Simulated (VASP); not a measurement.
# AlSiGeN: structure and properties in VASP, part 2 of 6

Aim: relax AlSiGeN, then compute properties on the relaxed cell. The cell is invented: it takes the structure of a Materials Project entry for AlSiCN (space group 156 there), with some of its atoms replaced by other elements, volume scaled by an estimate. It may not be a known or stable phase.

VASP 6.6.1, plane waves and PAW; the level of theory is named at each step.

Still holding for the runs below: The k-mesh is coarse for a metal.

So far. Step 2 (Relaxing cell and atoms (PBEsol + D4)): It ends with a largest force of 0.004 eV/Å and a pressure of 0.02 GPa. The relaxed cell has a = 3.492, c = 5.764 Å (conventional setting).

### Step 3. Second relaxation

Level of this step: PBEsol with D4; plane waves and PAW (Ge_d, Si, Al, N); invented cell (VASP).

The basis stayed that of the start cell while the cell moved. A rerun from the cell reached resets it; the error of the finite cutoff stays. The mesh changes with the cell too.

INCAR reads:

```
SYSTEM = AlSiGeN
PREC = Accurate
ENCUT = 520
EDIFF = 1E-06
NELM = 100
ISMEAR = 0
SIGMA = 0.05
LREAL = .FALSE.
ALGO = Normal
GGA = PS
IVDW = 13
LORBIT = 11
LWAVE = .FALSE.
LCHARG = .FALSE.
KPAR = 2
IBRION = 2
NSW = 60
ISIF = 3
EDIFFG = -0.01
```

POSCAR reads:

```
AlSiGeN
1.0
    3.4918172154     -0.0000000336      0.0000000000
   -1.7459091714      3.0240022483      0.0000000000
    0.0000000000      0.0000000000      5.7636705049
Ge Si Al N
1 1 1 1
Direct
    0.6666666700      0.3333333300      0.1247280937
    0.0000000000      0.0000000000      0.9435886553
    0.6666666700      0.3333333300      0.5525115429
    0.0000000000      0.0000000000      0.6291717080
```

KPOINTS reads:

```
Automatic mesh
0
Gamma
7 7 4
0 0 0
```

Potentials, in the order of the species: Ge_d, Si, Al and N (PBE family, release 64).

Run with:

```
> mpirun -np 2 vasp_std
```

Output:

```text
[banner, memory and clock lines left out]
running    2 mpi-ranks, on    1 nodes
 distrk:  each k-point on    1 cores,    2 groups
 distr:  one band on    1 cores,    1 groups

 POSCAR found type information on POSCAR GeSiAlN
 POSCAR found :  4 types and       4 ions
 [... a notice as in an earlier step ...]

 LDA part: xc-table for (Slater+PW92), standard interpolation
 POSCAR, INCAR and KPOINTS ok, starting setup
 FFT: planning ... GRIDC
 FFT: planning ... GRID_SOFT
 FFT: planning ... GRID
 WAVECAR not read
 entering main loop
       N       E                     dE             d eps       ncg     rms          rms(c)
DAV:   1     0.170931997082E+03    0.17093E+03   -0.12896E+04   984   0.287E+03
DAV:   2    -0.227818577596E+01   -0.17321E+03   -0.16955E+03  1064   0.529E+02
DAV:   3    -0.258842461238E+02   -0.23606E+02   -0.23186E+02  1156   0.137E+02
DAV:   4    -0.267216506459E+02   -0.83740E+00   -0.83528E+00  1262   0.275E+01
DAV:   5    -0.267365551631E+02   -0.14905E-01   -0.14898E-01  1256   0.394E+00    0.932E+00
DAV:   6    -0.247109794140E+02    0.20256E+01   -0.10892E+01  1040   0.166E+01    0.472E+00
DAV:   7    -0.245854950724E+02    0.12548E+00   -0.83506E-01  1217   0.686E+00    0.258E+00
DAV:   8    -0.245394745676E+02    0.46021E-01   -0.30614E-01  1292   0.373E+00    0.544E-01
DAV:   9    -0.245327291808E+02    0.67454E-02   -0.75476E-02  1234   0.183E+00    0.208E-01
DAV:  10    -0.245328054279E+02   -0.76247E-04   -0.51037E-03  1152   0.462E-01    0.888E-02
DAV:  11    -0.245328381376E+02   -0.32710E-04   -0.26830E-04  1284   0.133E-01    0.401E-02
DAV:  12    -0.245328425978E+02   -0.44602E-05   -0.21522E-05  1232   0.473E-02    0.120E-02
DAV:  13    -0.245328430887E+02   -0.49092E-06   -0.16851E-05  1259   0.271E-02    0.512E-03
DAV:  14    -0.245328427840E+02    0.30478E-06   -0.18495E-06   707   0.108E-02
   1 F= -.25263325E+02 E0= -.25263054E+02  d E =-.252633E+02
 curvature:   0.00 expect dE= 0.000E+00 dE for cont linesearch  0.000E+00
 trial: gam= 0.00000 g(F)=  0.699E-03 g(S)=  0.155E-02 ort = 0.000E+00 (trialstep = 0.100E+01)
 search vector abs. value=  0.225E-02
 bond charge predicted
       N       E                     dE             d eps       ncg     rms          rms(c)
DAV:   1    -0.245476546445E+02   -0.14812E-01   -0.18494E-01  1269   0.713E+00    0.601E-01
DAV:   2    -0.245403129834E+02    0.73417E-02   -0.21475E-02  1260   0.215E+00    0.278E-01
DAV:   3    -0.245384789689E+02    0.18340E-02   -0.30699E-03  1478   0.853E-01    0.975E-02
DAV:   4    -0.245381855948E+02    0.29337E-03   -0.27207E-04  1127   0.148E-01    0.414E-02
DAV:   5    -0.245381558312E+02    0.29764E-04   -0.40203E-05  1269   0.861E-02    0.177E-02
DAV:   6    -0.245381542066E+02    0.16247E-05   -0.55904E-06  1052   0.258E-02    0.448E-03
DAV:   7    -0.245381540069E+02    0.19972E-06   -0.10615E-06   520   0.157E-02
   2 F= -.25263753E+02 E0= -.25263482E+02  d E =-.427687E-03
[...]
3 F= -.25264014E+02 E0= -.25263743E+02  d E =-.688496E-03
[...]
4 F= -.25264010E+02 E0= -.25263739E+02  d E =-.684885E-03
[...]
5 F= -.25264013E+02 E0= -.25263742E+02  d E =-.687901E-03
 curvature:  -0.03 expect dE=-0.512E-05 dE for cont linesearch -0.242E-08
 trial: gam= 0.06491 g(F)=  0.523E-04 g(S)=  0.107E-03 ort = 0.130E-04 (trialstep = 0.920E+00)
 search vector abs. value=  0.170E-03
 bond charge predicted
       N       E                     dE             d eps       ncg     rms          rms(c)
DAV:   1    -0.245364948133E+02   -0.22720E-04   -0.10807E-02   982   0.975E-01    0.829E-02
DAV:   2    -0.245363518198E+02    0.14299E-03   -0.39904E-04  1408   0.278E-01    0.485E-02
DAV:   3    -0.245362850382E+02    0.66782E-04   -0.18492E-04  1475   0.184E-01    0.972E-03
DAV:   4    -0.245362846067E+02    0.43149E-06   -0.20057E-05  1222   0.439E-02    0.502E-03
DAV:   5    -0.245362844164E+02    0.19023E-06   -0.11093E-06   533   0.137E-02
   6 F= -.25264089E+02 E0= -.25263819E+02  d E =-.762486E-04
 trial-energy change:   -0.000076  1 .order   -0.000077   -0.000147   -0.000007
 step:   0.9636(harm=  0.9636)  dis= 0.00085  next Energy=   -25.264090 (dE=-0.770E-04)
 reached required accuracy - stopping structural energy minimisation
```

It took 23 s on 2 MPI ranks of Intel Xeon 6975P-C (Granite Rapids), shared host; peak memory 0.42 GiB; 45 s of CPU time.

Parts of OUTCAR (step 3):

```text
  LATTYP: Found a hexagonal cell.
 ALAT       =     3.4918172154
 C/A-ratio  =     1.6506220542

The static configuration has the point symmetry C_3v.

 Found     28 irreducible k-points:

   k-points           NKPTS =     28   k-points in BZ     NKDIM =     28   number of bands    NBANDS=     17

   dimension x,y,z NGX =    28 NGY =   28 NGZ =   48
   dimension x,y,z NGXF=    56 NGYF=   56 NGZF=   96

   ENCUT  =  520.0 eV  38.22 Ry    6.18 a.u.   6.49  6.49 10.72*2*pi/ulx,y,z

   NELECT =      26.0000    total number of electrons

 E-fermi :   7.4862

 k-point     1 :       0.0000    0.0000    0.0000
  band No.  band energies     occupation
    ...
      8      -1.1130      2.00000
      9       2.8969      2.00000
     10       2.8969      2.00000
     11       5.0835      2.00000
     12       6.1573      2.00000
     13       8.0614      0.00000
     14       8.0614      0.00000
     15      11.1666      0.00000
     16      11.1666      0.00000
     17      11.7191      0.00000

 k-point     2 :       0.1429   -0.0000    0.0000
  band No.  band energies     occupation
    ...
     10       2.7268      2.00000
     11       4.9942      2.00000
     12       6.0620      2.00000
     13       7.0795      2.00000
     14       7.4520      1.66683
     15      10.4367      0.00000
     16      11.9490      0.00000
     17      12.2764      0.00000

  DFT-D4 for vdW energy calculation

  Edisp (eV):   -0.72780

  Total       0.00256     0.00256     0.01582    -0.00000    -0.00000     0.00000
  in kB       0.06718     0.06718     0.41489    -0.00000    -0.00000     0.00000
  external pressure =        0.18 kB  Pullay stress =        0.00 kB

  energy-cutoff  :      520.00
  volume of cell :       61.10
      direct lattice vectors                 reciprocal lattice vectors
     3.493664615 -0.000000034  0.000000000     0.286232399  0.165256415 -0.000000000
    -1.746832872  3.025602143 -0.000000000     0.000000003  0.330512724  0.000000000
     0.000000000 -0.000000000  5.779857939    -0.000000000  0.000000000  0.173014633

 POSITION                                       TOTAL-FORCE (eV/Angst)
 -----------------------------------------------------------------------------------
      1.74683      1.00853      0.72159         0.000000     -0.000000      0.003517
     -1.74683      3.02560      5.44990        -0.000000      0.000000     -0.002196
      1.74683      1.00853      3.19518        -0.000000      0.000000     -0.004607
      0.00000     -0.00000      3.63802         0.000000     -0.000000      0.003285
 -----------------------------------------------------------------------------------
    total drift:                               -0.000007      0.000005      0.000099

  FREE ENERGIE OF THE ION-ELECTRON SYSTEM (eV)
  ---------------------------------------------------
  free  energy   TOTEN  =       -25.2640892755 eV

  energy  without entropy=      -25.2635478672  energy(sigma->0) =      -25.26381857

 total charge
# of ion       s       p       d       tot
------------------------------------------
    1        1.133   1.523  10.044  12.700
    2        0.743   0.975   0.000   1.718
    3        0.362   0.326   0.000   0.688
    4        1.237   2.473   0.000   3.710
--------------------------------------------------
tot          3.475   5.297  10.044  18.816

[... 2 parts as in an earlier step ...]

[... 7 further parts left out ...]
```

Step by step:

```csv
step,energy less that of the first step (eV),largest force (eV/Å),pressure (GPa),volume (Å³)
1,0.0000,0.1032,0.52,60.86
2,-0.0004,0.0620,-0.40,61.29
3,-0.0007,0.0194,-0.12,61.13
4,-0.0007,0.0181,0.03,61.11
5,-0.0007,0.0190,-0.06,61.12
6,-0.0008,0.0046,0.02,61.10
```

```csv
"conventional cell, symmetrised",before,after,change
a (Å),3.492,3.494,+0.1 %
b (Å),3.492,3.494,+0.1 %
c (Å),5.764,5.780,+0.3 %
volume (Å³/atom),15.22,15.27,+0.4 %
```

Final coordinates:

```cif
data_structure
_symmetry_space_group_name_H-M 'P 1'
_symmetry_Int_Tables_number 1
_cell_length_a 3.4937
_cell_length_b 3.4937
_cell_length_c 5.7799
_cell_angle_alpha 90.000
_cell_angle_beta 90.000
_cell_angle_gamma 120.000
_cell_volume 61.10
loop_
_atom_site_label
_atom_site_type_symbol
_atom_site_fract_x
_atom_site_fract_y
_atom_site_fract_z
_atom_site_occupancy
Ge1 Ge 0.66667 0.33333 0.12485 1
Si2 Si 0.00000 0.00000 0.94291 1
Al3 Al 0.66667 0.33333 0.55281 1
N4 N 0.00000 0.00000 0.62943 1
```

Numbers from this step:

```
irreducible k-points            : 28
free energy (TOTEN)             : -25.26 eV
energy at zero smearing         : -25.26 eV
Fermi energy                    : 7.486 eV
pressure                        : 0.01831 GPa
SCF cycles over all ionic steps : 40
```

It ends with a largest force of 0.005 eV/Å and a pressure of 0.02 GPa.

### Step 4. Single point with fields (PBEsol + D4)

A single point on the relaxed cell gives a clean self-consistent state, with density, ELF and potential written out.

INCAR, as its differences from that of step 3:

```diff
@@ -13,7 +13,5 @@
 LWAVE = .FALSE.
-LCHARG = .FALSE.
-KPAR = 2
-IBRION = 2
-NSW = 60
-ISIF = 3
-EDIFFG = -0.01
+LCHARG = .TRUE.
+ISIF = 2
+LELF = .TRUE.
+LVHAR = .TRUE.
```

POSCAR reads:

```
AlSiGeN
1.0
    3.4936646150     -0.0000000340      0.0000000000
   -1.7468328718      3.0256021432      0.0000000000
    0.0000000000      0.0000000000      5.7798579390
Ge Si Al N
1 1 1 1
Direct
    0.6666666700      0.3333333300      0.1248462710
    0.0000000000      0.0000000000      0.9429116601
    0.6666666700      0.3333333300      0.5528121568
    0.0000000000      0.0000000000      0.6294299119
```

KPOINTS is that of step 3.

Run with:

```
> mpirun -np 2 vasp_std
```

Output:

```text
[banner, memory and clock lines left out]
running    2 mpi-ranks, on    1 nodes
 distrk:  each k-point on    2 cores,    1 groups
 distr:  one band on    1 cores,    2 groups

 POSCAR found type information on POSCAR GeSiAlN
 POSCAR found :  4 types and       4 ions
 [... a notice as in an earlier step ...]

 LDA part: xc-table for (Slater+PW92), standard interpolation
 POSCAR, INCAR and KPOINTS ok, starting setup
 FFT: planning ... GRIDC
 FFT: planning ... GRID_SOFT
 FFT: planning ... GRID
 WAVECAR not read
 entering main loop
       N       E                     dE             d eps       ncg     rms          rms(c)
DAV:   1     0.172329579855E+03    0.17233E+03   -0.12832E+04  1118   0.268E+03
DAV:   2    -0.138235983281E+01   -0.17371E+03   -0.16688E+03  1104   0.552E+02
DAV:   3    -0.258642552806E+02   -0.24482E+02   -0.23973E+02  1178   0.135E+02
DAV:   4    -0.267260528349E+02   -0.86180E+00   -0.86045E+00  1384   0.265E+01
DAV:   5    -0.267394621463E+02   -0.13409E-01   -0.13406E-01  1278   0.363E+00    0.930E+00
DAV:   6    -0.247132087092E+02    0.20263E+01   -0.10023E+01  1108   0.157E+01    0.469E+00
DAV:   7    -0.245895649739E+02    0.12364E+00   -0.80710E-01  1214   0.656E+00    0.258E+00
DAV:   8    -0.245437346511E+02    0.45830E-01   -0.31470E-01  1338   0.362E+00    0.565E-01
DAV:   9    -0.245361342392E+02    0.76004E-02   -0.74645E-02  1264   0.179E+00    0.213E-01
DAV:  10    -0.245363295706E+02   -0.19533E-03   -0.56309E-03  1160   0.472E-01    0.931E-02
DAV:  11    -0.245363560998E+02   -0.26529E-04   -0.27750E-04  1286   0.131E-01    0.414E-02
DAV:  12    -0.245363582297E+02   -0.21299E-05   -0.21147E-05  1320   0.463E-02    0.144E-02
DAV:  13    -0.245363591660E+02   -0.93627E-06   -0.17692E-05  1356   0.273E-02    0.617E-03
DAV:  14    -0.245363587324E+02    0.43357E-06   -0.24950E-06   942   0.122E-02
   1 F= -.25264164E+02 E0= -.25263893E+02  d E =-.541409E-03
```

Elapsed: 8.6 s, on 2 MPI ranks; peak memory 0.31 GiB.

From OUTCAR (step 4):

```text
  LATTYP: Found a hexagonal cell.
 ALAT       =     3.4936646150
 C/A-ratio  =     1.6543825971

The static configuration has the point symmetry C_3v.

 Found     28 irreducible k-points:

   k-points           NKPTS =     28   k-points in BZ     NKDIM =     28   number of bands    NBANDS=     18

   ENCUT  =  520.0 eV  38.22 Ry    6.18 a.u.   6.50  6.50 10.75*2*pi/ulx,y,z

   NELECT =      26.0000    total number of electrons

 E-fermi :   7.4860

 k-point     1 :       0.0000    0.0000    0.0000
  band No.  band energies     occupation
    ...
      8      -1.1130      2.00000
      9       2.8967      2.00000
     10       2.8967      2.00000
     11       5.0834      2.00000
     12       6.1572      2.00000
     13       8.0612      0.00000
     14       8.0612      0.00000
     15      11.1666      0.00000
     16      11.1666      0.00000
     17      11.7189      0.00000
    ...

 k-point     2 :       0.1429    0.0000    0.0000
  band No.  band energies     occupation
    ...
     10       2.7266      2.00000
     11       4.9940      2.00000
     12       6.0618      2.00000
     13       7.0794      2.00000
     14       7.4518      1.66683
     15      10.4366      0.00000
     16      11.9490      0.00000
     17      12.2764      0.00000
     18      12.9641      0.00000

  DFT-D4 for vdW energy calculation

  Edisp (eV):   -0.72780

  Total       0.00078     0.00078     0.01433    -0.00000    -0.00000     0.00000
  in kB       0.02037     0.02037     0.37574    -0.00000    -0.00000     0.00000
  external pressure =        0.14 kB  Pullay stress =        0.00 kB

  energy-cutoff  :      520.00
  volume of cell :       61.10
      direct lattice vectors                 reciprocal lattice vectors
     3.493664615 -0.000000034  0.000000000     0.286232399  0.165256415  0.000000000
    -1.746832872  3.025602143  0.000000000     0.000000003  0.330512724  0.000000000
     0.000000000  0.000000000  5.779857939     0.000000000  0.000000000  0.173014633

 POSITION                                       TOTAL-FORCE (eV/Angst)
 -----------------------------------------------------------------------------------
      1.74683      1.00853      0.72159        -0.000000      0.000000      0.003063
      0.00000      0.00000      5.44990         0.000000     -0.000000     -0.002587
      1.74683      1.00853      3.19518         0.000000     -0.000000     -0.004368
      0.00000      0.00000      3.63802        -0.000000      0.000000      0.003892
 -----------------------------------------------------------------------------------
    total drift:                               -0.000007      0.000005     -0.000031

  FREE ENERGIE OF THE ION-ELECTRON SYSTEM (eV)
  ---------------------------------------------------
  free  energy   TOTEN  =       -25.2641635915 eV

  energy  without entropy=      -25.2636221824  energy(sigma->0) =      -25.26389289

 total charge
# of ion       s       p       d       tot
------------------------------------------
    1        1.133   1.523  10.044  12.700
    2        0.743   0.975   0.000   1.718
    3        0.361   0.326   0.000   0.688
    4        1.237   2.473   0.000   3.710
--------------------------------------------------
tot          3.474   5.297  10.044  18.816

[... 2 parts as in an earlier step ...]

[... 7 further parts left out ...]
```

Numbers from this step:

| Item | Value |
| --- | --- |
| SCF cycles | 14 |
| bands | 18 |
| pressure | 0.01388 GPa |

Valence electrons inside each PAW sphere by angular momentum. Sphere charges, by row:

```csv
atom,s (e),p (e),d (e),tot (e)
Ge1,1.133,1.523,10.04,12.7
Si2,0.743,0.975,0,1.718
Al3,0.361,0.326,0,0.688
N4,1.237,2.473,0,3.71
```

Electrostatic potential energy in the ac plane at fractional y = 0.000, with atoms of Si and N within 0.2 Å of it. With pseudopotentials it is smooth inside the atoms' cores, unlike the true potential.

Values in eV, 23 rows by 14 columns, each cell a mean:
```
-76 -76 -59 -23  -6  -2   0   0  -1  -3  -8 -31 -65 -76
-76 -75 -58 -22  -6  -2   0   1   0  -3  -8 -30 -63 -75
-73 -65 -42 -15  -5  -1   1   1   0  -2  -7 -20 -47 -67
-43 -34 -19  -8  -3   0   1   1   1  -1  -4 -10 -22 -36
-13 -11  -7  -4  -1   0   0   0   0   0  -2  -4  -8 -11
-20 -14  -6  -2   0   0   0  -1   0   0  -1  -3  -8 -16
-47 -38 -16  -3  -1  -1  -2  -2  -2  -1  -1  -5 -20 -42
-42 -50 -31  -6  -2  -2  -4  -5  -4  -2  -2 -10 -38 -49
-38 -49 -32  -6  -3  -4  -6  -7  -6  -4  -3 -10 -39 -48
-48 -42 -19  -4  -3  -5  -7  -8  -7  -5  -3  -6 -24 -45
-23 -15  -5  -2  -2  -5  -7  -8  -7  -5  -2  -2  -7 -18
 -2  -1   0   0  -1  -4  -6  -6  -5  -3  -1   0   0  -1
  2   2   2   1   0  -2  -3  -4  -3  -1   0   1   2   2
  3   3   2   2   1   0  -1  -1  -1   0   1   2   2   3
  3   3   3   2   2   1   0   0   0   1   2   2   3   3
  3   3   3   2   2   1   1   0   1   1   2   2   3   3
  3   2   2   2   1   0   0  -1   0   0   1   2   2   2
  2   2   2   1   0  -1  -2  -2  -2  -1   0   1   2   2
  0   0   0   0  -1  -2  -3  -5  -3  -2  -1   0   1   0
 -5  -4  -2  -2  -2  -3  -5  -7  -5  -2  -2  -2  -3  -4
-16 -13  -8  -4  -3  -3  -5  -6  -4  -3  -3  -5  -8 -14
-47 -38 -21  -8  -4  -3  -3  -3  -3  -3  -5 -10 -24 -41
-73 -66 -43 -15  -5  -3  -2  -1  -2  -3  -7 -20 -49 -69
```
Columns run along a (3.5 Å; values clipped at the 3rd and 97th percentile), rows up along c (5.8 Å). Atoms in or near the plane, at fractional coordinates: Si at (0.00, 0.94), N at (0.00, 0.63).

ELF in the ac plane at fractional y = 0.000, with atoms of Si and N within 0.2 Å of it. It is the smooth field of the valence electrons, not physical close to the nuclei.

Ten even steps from '0' (0.02) to '9' (0.86), each cell a mean:
```
02689765689851
01367654567631
33355432345433
87643211123467
99753110123689
99864210124789
78975311246898
25897521358985
25998632368985
68998632368998
99987421357899
88764322234678
44322223222234
11111244321111
00002356531000
00013566642100
00023566653100
01134555554211
22345544455432
34566544556654
45787654568875
35898755679974
13799865689973
```
Columns run along a (3.5 Å), rows up along c (5.8 Å). Atoms in or near the plane, at fractional coordinates: Si at (0.00, 0.94), N at (0.00, 0.63).

Valence density in the ac plane at fractional y = 0.000, with atoms of Si and N within 0.2 Å of it. It is the smooth field of the valence electrons, not physical close to the nuclei.

Values in e/Å³, 23 rows by 14 columns, each cell a mean:
```
-0.1  0.1  0.3  0.4  0.4  0.3  0.2  0.2  0.2  0.3  0.4  0.4  0.3  0.0
-0.1  0.1  0.3  0.4  0.3  0.2  0.2  0.2  0.2  0.2  0.3  0.4  0.2  0.0
 0.2  0.3  0.3  0.3  0.2  0.2  0.1  0.1  0.1  0.2  0.3  0.3  0.3  0.3
 0.6  0.5  0.4  0.3  0.2  0.1  0.1  0.1  0.1  0.1  0.2  0.3  0.4  0.5
 1.0  0.8  0.6  0.3  0.2  0.1  0.1  0.1  0.1  0.1  0.2  0.4  0.6  0.8
 1.6  1.3  0.8  0.4  0.2  0.1  0.1  0.1  0.1  0.1  0.3  0.5  0.9  1.4
 2.8  2.2  1.3  0.6  0.3  0.2  0.1  0.1  0.1  0.2  0.3  0.7  1.5  2.4
 3.5  3.1  1.9  0.8  0.4  0.2  0.1  0.1  0.1  0.2  0.4  1.0  2.2  3.3
 3.6  3.2  2.0  0.9  0.4  0.2  0.1  0.1  0.2  0.2  0.5  1.1  2.3  3.4
 3.0  2.5  1.5  0.7  0.4  0.2  0.1  0.1  0.2  0.2  0.4  0.9  1.7  2.7
 1.6  1.3  0.8  0.5  0.3  0.2  0.1  0.1  0.1  0.2  0.3  0.5  0.9  1.4
 0.6  0.5  0.4  0.2  0.2  0.1  0.1  0.1  0.1  0.1  0.2  0.3  0.4  0.5
 0.2  0.2  0.2  0.1  0.1  0.1  0.1  0.1  0.1  0.1  0.1  0.1  0.2  0.2
 0.1  0.1  0.1  0.1  0.1  0.1  0.1  0.1  0.1  0.1  0.1  0.1  0.1  0.1
 0.0  0.0  0.1  0.1  0.1  0.1  0.1  0.1  0.1  0.1  0.1  0.1  0.1  0.0
 0.0  0.0  0.1  0.1  0.1  0.1  0.1  0.1  0.1  0.1  0.1  0.1  0.1  0.0
 0.1  0.1  0.1  0.1  0.1  0.1  0.2  0.2  0.2  0.1  0.1  0.1  0.1  0.1
 0.1  0.1  0.1  0.1  0.2  0.2  0.2  0.2  0.2  0.2  0.2  0.1  0.1  0.1
 0.1  0.1  0.2  0.2  0.2  0.3  0.3  0.3  0.3  0.2  0.2  0.2  0.2  0.1
 0.2  0.2  0.3  0.3  0.3  0.3  0.3  0.4  0.3  0.3  0.3  0.3  0.3  0.2
 0.3  0.3  0.4  0.4  0.4  0.4  0.4  0.4  0.4  0.4  0.4  0.4  0.4  0.3
 0.3  0.4  0.5  0.5  0.4  0.4  0.3  0.3  0.4  0.4  0.4  0.5  0.4  0.4
 0.1  0.3  0.4  0.5  0.4  0.4  0.3  0.3  0.3  0.4  0.4  0.5  0.4  0.2
```
Columns run along a (3.5 Å), rows up along c (5.8 Å). Atoms in or near the plane, at fractional coordinates: Si at (0.00, 0.94), N at (0.00, 0.63).

In this run the pressure is 0.01 GPa, small enough to go on.

[end of part 2 of 6]

[Lines on the potential files, build, host, timing and source positions are cut from VASP's logs without a mark.]

[Logs are printed without paths, hosts, clocks, repeated set-up lines and the standing remarks that a program may print on its own settings, such as how far it seeks lower states.]

[Hosts, paths, dates, database ids (printed as entryN), source tags and the programs' standing remarks are cut or masked in the printed files.]

[A measured line is paired with the nearest computed mode of its activity, which favours agreement.]
